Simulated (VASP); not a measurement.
```
CELL_PARAMETERS angstrom
     -1.73160     1.73160     1.73160
      1.73160    -1.73160     1.73160
      1.73160     1.73160    -1.73160
ATOMIC_POSITIONS crystal
  Li 0.00000 0.00000 0.00000
```

Computed with TPSS meta-GGA, VASP's PBE PAW potentials (set 64) (plane waves; VASP 6.6.1). Numerical set-up: 520 eV cut-off, 15×15×15 Γ-centred mesh, first-order Methfessel-Paxton smearing of 0.10 eV, potentials Li_sv.

What does the run give for the energy per atom (σ→0), band gap (on the k-mesh) with the smallest direct gap where there is one?

* **band gap (on the k-mesh)**: none (metal, semimetal or under 0.01 eV)
* **energy per atom (σ→0)**: -2.667 eV/atom

Total energies compare only between runs with the same potentials, cut-off and functional.

The compound is Li in the bcc structure. This cell is one point of a volume scan, at 1.06 of the reference volume.
